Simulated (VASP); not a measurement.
An input for Ansatz (written as the equivalent of a VASP run, and not itself run):

Ansatz 0.2 input:
```yaml
crystal:
  lattice:
    - [3.3150000, 0.0000000, 0.0000000]
    - [0.0000000, 3.3150000, 0.0000000]
    - [0.0000000, 0.0000000, 3.3150000]
  atoms:
    - { symbol: In, position: [0.5000000, 0.5000000, 0.5000000] }
    - { symbol: Pd, position: [0.0000000, 0.0000000, 0.0000000] }
kpoints:
  mp_grid: { grid: [10, 10, 10] }
hamiltonian:
  xc: pbe
  pseudopotentials: { kind: paw }
scf:
  occupations: { method: methfessel_paxton, width: 0.1 }
  max_iter: 100
output: { forces: true, stress: true, eigenvalues: true }
```

Task: Write the VASP files for the same calculation (PBE).

Result: This is not unique; one that fits is 
File POSCAR:
```
PdIn
1.0
  3.3150000000   0.0000000000   0.0000000000
  0.0000000000   3.3150000000   0.0000000000
  0.0000000000   0.0000000000   3.3150000000
In Pd
1 1
Cart
  1.6575000000   1.6575000000   1.6575000000
  0.0000000000   0.0000000000   0.0000000000
```

KPOINTS:
```
Automatic mesh
0
Gamma
10 10 10
0 0 0
```

### INCAR
```
LMAXMIX  =  4   # l cut-off of mixed one-centre charges
LASPH  =  .TRUE.   # aspherical one-centre terms
EDIFF  =  1E-6
PREC  =  Accurate
SIGMA  =  0.1   # width (eV)
ENCUT  =  400   # plane-wave cut-off (eV)
ISIF  =  2
ISMEAR  =  1   # Methfessel-Paxton
NELM  =  100   # most electronic steps
LREAL  =  .FALSE.   # projection in real space or not
GGA  =  PE   # PBE
LWAVE  =  .FALSE.
SYSTEM  =  PdIn
LCHARG  =  .FALSE.
ALGO  =  Normal   # blocked Davidson
```

POTCAR, in this order: In_d Pd (PBE.64 set). Program: vasp_std.

The two are equivalent in intent, not identical: each code has its own PAW files, so the cut-off isn't converted (ENCUT is set for VASP's; basis.ecutwfc is left out, and Ansatz then takes the one that its files recommend); Ansatz stops its SCF on the density residual and VASP on the energy change (EDIFF).

The compound is PdIn in the CsCl type structure. The cell was not relaxed at this level.
